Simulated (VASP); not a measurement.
Method: r2SCAN meta-GGA, VASP's PBE PAW potentials (set 64) (plane waves; VASP).

VASP input:

**INCAR**
```
ALGO = Normal
EDIFF = 1E-6
EDIFFG = -0.02
ENCUT = 500
IBRION = 2
ISIF = 3
ISMEAR = 1
LASPH = .TRUE.
LCHARG = .FALSE.
LMAXMIX = 4
LMIXTAU = .TRUE.
LREAL = .FALSE.
LWAVE = .FALSE.
METAGGA = R2SCAN
NELM = 100
NSW = 40
PREC = Accurate
PSTRESS = 300
SIGMA = 0.1
SYSTEM = Cu
```

File POSCAR:
```
Cu
1
    0.0000000000     1.7339358231     1.7339358231
    1.7339358231    -0.0000000000     1.7339358231
    1.7339358231     1.7339358231     0.0000000000
Cu
1
Direct
  0.0000000000   0.0000000000   0.0000000000
```

File KPOINTS:
```
Automatic mesh
0
Gamma
18 18 18
0 0 0
```

POTCAR, in this order: Cu (PBE.64 set). Program: vasp_std.

Output of the run:

### OUTCAR
```
 ion  position               nearest neighbor table
   1  0.000  0.000  0.000-
  LATTYP: Found a face centered cubic cell.
 ALAT       =     3.4678716462
 Subroutine PRICEL returns:
 Original cell was already a primitive cell.
 Subroutine GETGRP returns: Found 48 space group operations
The static configuration has the point symmetry O_h .
The dynamic configuration has the point symmetry O_h .
 Subroutine INISYM returns: Found 48 space group operations
 Subroutine IBZKPT returns following result:
 Found    195 irreducible k-points:

 Following reciprocal coordinates:
            Coordinates               Weight
  0.000000  0.000000  0.000000      1.000000
  0.055556  0.000000  0.000000      8.000000
  0.111111  0.000000  0.000000      8.000000
  0.166667  0.000000  0.000000      8.000000
  0.222222  0.000000  0.000000      8.000000
  0.277778  0.000000  0.000000      8.000000
  0.333333  0.000000  0.000000      8.000000
  0.388889  0.000000  0.000000      8.000000
  0.444444  0.000000  0.000000      8.000000
  0.500000  0.000000  0.000000      4.000000
...
```

### OSZICAR
```
       N       E                     dE             d eps       ncg     rms          rms(c)
DAV:   1     0.257941204127E+02    0.25794E+02   -0.57046E+03  3718   0.210E+03
DAV:   2    -0.127739246950E+02   -0.38568E+02   -0.36678E+02  3521   0.201E+02
DAV:   3    -0.132391566491E+02   -0.46523E+00   -0.46446E+00  4136   0.321E+01
DAV:   4    -0.132427765091E+02   -0.36199E-02   -0.36194E-02  4128   0.242E+00
DAV:   5    -0.132428277995E+02   -0.51290E-04   -0.51291E-04  4270   0.242E-01    0.787E+00
DAV:   6    -0.112017653598E+02    0.20411E+01   -0.25131E+01  3738   0.124E+02    0.505E+00
DAV:   7    -0.107823505718E+02    0.41941E+00   -0.53955E+00  3779   0.536E+01    0.797E-01
DAV:   8    -0.107657395521E+02    0.16611E-01   -0.30597E-02  3908   0.399E+00    0.686E-01
DAV:   9    -0.107648908269E+02    0.84873E-03   -0.92958E-02  4333   0.711E+00    0.960E-02
DAV:  10    -0.107651800260E+02   -0.28920E-03   -0.75650E-04  3763   0.483E-01    0.100E-01
DAV:  11    -0.107651685835E+02    0.11443E-04   -0.10704E-03  4585   0.621E-01    0.617E-03
DAV:  12    -0.107651979453E+02   -0.29362E-04   -0.39593E-05  3649   0.111E-01    0.148E-02
DAV:  13    -0.107652061578E+02   -0.82125E-05   -0.56624E-05  3890   0.146E-01    0.569E-03
DAV:  14    -0.107652070289E+02   -0.87114E-06   -0.74830E-07  2340   0.184E-02
   1 F= -.88129377E+01 E0= -.88130237E+01  d E =-.881294E+01
       N       E                     dE             d eps       ncg     rms          rms(c)
DAV:   1    -0.124768129130E+02   -0.17116E+01   -0.36071E+01  3713   0.149E+02    0.115E+01
DAV:   2    -0.109859547397E+02    0.14909E+01   -0.26017E+01  3698   0.125E+02    0.367E+00
DAV:   3    -0.106033213521E+02    0.38263E+00   -0.37459E+00  3795   0.449E+01    0.177E+00
DAV:   4    -0.105353687008E+02    0.67953E-01   -0.42484E-01  4094   0.104E+01    0.700E-01
DAV:   5    -0.105708896092E+02   -0.35521E-01   -0.15860E-01  3843   0.758E+00    0.163E-01
DAV:   6    -0.105715833073E+02   -0.69370E-03   -0.51289E-03  3875   0.163E+00    0.169E-02
DAV:   7    -0.105717310163E+02   -0.14771E-03   -0.16131E-04  3895   0.183E-01    0.135E-02
DAV:   8    -0.105717389018E+02   -0.78856E-05   -0.33988E-05  3546   0.108E-01    0.158E-02
DAV:   9    -0.105717530952E+02   -0.14193E-04   -0.90795E-06  3596   0.448E-02    0.100E-02
DAV:  10    -0.105717546927E+02   -0.15975E-05   -0.10148E-05  2964   0.736E-02    0.107E-03
DAV:  11    -0.105717546272E+02    0.65579E-07   -0.11498E-07  1859   0.537E-03
   2 F= -.87934250E+01 E0= -.87935520E+01  d E =0.195127E-01
       N       E                     dE             d eps       ncg     rms          rms(c)
DAV:   1    -0.113877961853E+02   -0.81604E+00   -0.14836E+01  3695   0.109E+02    0.645E+00
DAV:   2    -0.108056505862E+02    0.58215E+00   -0.74831E+00  3727   0.639E+01    0.172E+00
DAV:   3    -0.107248516025E+02    0.80799E-01   -0.10712E+00  3823   0.241E+01    0.118E+00
DAV:   4    -0.107045559406E+02    0.20296E-01   -0.21105E-01  4346   0.813E+00    0.495E-01
DAV:   5    -0.107085040480E+02   -0.39481E-02   -0.33922E-02  3894   0.390E+00    0.666E-02
DAV:   6    -0.107084224621E+02    0.81586E-04   -0.13958E-04  3700   0.173E-01    0.484E-02
DAV:   7    -0.107084649169E+02   -0.42455E-04   -0.48029E-05  3623   0.144E-01    0.275E-02
DAV:   8    -0.107084849031E+02   -0.19986E-04   -0.13401E-04  3768   0.223E-01    0.233E-03
DAV:   9    -0.107084866233E+02   -0.17202E-05   -0.12518E-06  2635   0.176E-02    0.445E-04
DAV:  10    -0.107084860518E+02    0.57154E-06   -0.19335E-07  1794   0.896E-03
   3 F= -.88252370E+01 E0= -.88253712E+01  d E =-.122993E-01
       N       E                     dE             d eps       ncg     rms          rms(c)
DAV:   1    -0.107067181387E+02    0.17685E-02   -0.50714E-03  3693   0.190E+00    0.128E-01
DAV:   2    -0.107065051351E+02    0.21300E-03   -0.33204E-03  3720   0.135E+00    0.412E-02
DAV:   3    -0.107064696407E+02    0.35494E-04   -0.51397E-04  3479   0.522E-01    0.214E-02
DAV:   4    -0.107064617804E+02    0.78603E-05   -0.61900E-05  4181   0.128E-01    0.796E-03
DAV:   5    -0.107064651755E+02   -0.33951E-05   -0.14078E-05  3549   0.733E-02    0.447E-04
DAV:   6    -0.107064650986E+02    0.76848E-07   -0.19016E-07  1806   0.895E-03
   4 F= -.88252389E+01 E0= -.88253740E+01  d E =-.123012E-01
```

File OUTCAR:
```
------------------------ aborting loop because EDIFF is reached ----------------------------------------
  FORCE on cell =-STRESS in cart. coord.  units (eV):
  Direction    XX          YY          ZZ          XY          YZ          ZX
  --------------------------------------------------------------------------------------
  Total        1.8867344      1.8867344      1.8867344      0.0000000     -0.0000000      0.0000000
  in kB      300.8783908    300.8783908    300.8783908      0.0000000     -0.0000000      0.0000000
  external PRESSURE =       0.8783908 kB  Pullay stress =     300.0000000 kB
  volume of cell :       10.05
      direct lattice vectors                 reciprocal lattice vectors
    -0.000000000  1.712642757  1.712642757    -0.291946466  0.291946466  0.291946466
     1.712642757 -0.000000000  1.712642757     0.291946466 -0.291946466  0.291946466
     1.712642757  1.712642757  0.000000000     0.291946466  0.291946466 -0.291946466
 POSITION                                       TOTAL-FORCE (eV/Angst)
 -----------------------------------------------------------------------------------
      1.71264      3.42529      1.71264         0.000000      0.000000      0.000000
 -----------------------------------------------------------------------------------
    total drift:                                0.000000      0.000000      0.000000
  FREE ENERGIE OF THE ION-ELECTRON SYSTEM (eV)
  ---------------------------------------------------
  free  energy   TOTEN  =       -10.7064650986 eV

  energy  without entropy=      -10.7068704746  energy(sigma->0) =      -10.70660022
  enthalpy is  TOTEN    =        -8.8252389167 eV   P V=        1.8812261820

 reached required accuracy - stopping structural energy minimisation
```
(Selected blocks of OUTCAR.)

File CONTCAR:
```
Cu
   1.00000000000000
    -0.0000000000000000    1.7126427567465741    1.7126427567465741
     1.7126427567465741   -0.0000000000000000    1.7126427567465741
     1.7126427567465741    1.7126427567465741    0.0000000000000000
  Cu
     1
Direct
     1.0000000000000000    0.0000000000000000    1.0000000000000000
```

### OUTCAR
```
 val. band max:        9.4487788003   @ k =  -0.4444   0.1111   0.0556

 cond. band min:       9.5862460424   @ k =   0.5000   0.3333   0.1667


 Fermi energy:         9.5228971762

 k-point     1 :       0.0000    0.0000    0.0000
  band No.  band energies     occupation
      1      -1.4505      2.00000
      2       5.8689      2.00000
      3       5.8690      2.00000
      4       5.8690      2.00000
      5       6.9237      2.00000
      6       6.9237      2.00000
      7      34.2732      0.00000
      8      38.6368      0.00000
      9      38.6370      0.00000

 k-point     2 :       0.0556    0.0000    0.0000
  band No.  band energies     occupation
      1      -1.3191      2.00000
      2       5.8359      2.00000
      3       5.8966      2.00000
      4       5.8967      2.00000
      5       6.9120      2.00000
      6       6.9120      2.00000
      7      33.8103      0.00000
      8      36.8692      0.00000
      9      38.2424      0.00000

 k-point     3 :       0.1111    0.0000    0.0000
  band No.  band energies     occupation
      1      -0.9300      2.00000
      2       5.7462      2.00000
      3       5.9682      2.00000
      4       5.9683      2.00000
      5       6.8880      2.00000
      6       6.8880      2.00000
      7      31.7187      0.00000
      8      35.6056      0.00000
      9      37.5263      0.00000

 k-point     4 :       0.1667    0.0000    0.0000
  band No.  band energies     occupation
      1      -0.3008      2.00000
      2       5.6275      2.00000
      3       6.0462      2.00000
      4       6.0464      2.00000
      5       6.8874      2.00000
      6       6.8875      2.00000
      7      28.6761      0.00000
      8      35.1367      0.00000
      9      36.8518      0.00000

 k-point     5 :       0.2222    0.0000    0.0000
  band No.  band energies     occupation
      1       0.5297      2.00000
      2       5.5295      2.00000
      3       6.0751      2.00000
...
```

Energy and stress use the plane-wave basis of the starting cell.

The compound is Cu in the fcc structure. This run relaxes it under an external pressure of 30 GPa. Symmetry was kept, so distortions that lower it aren't found.
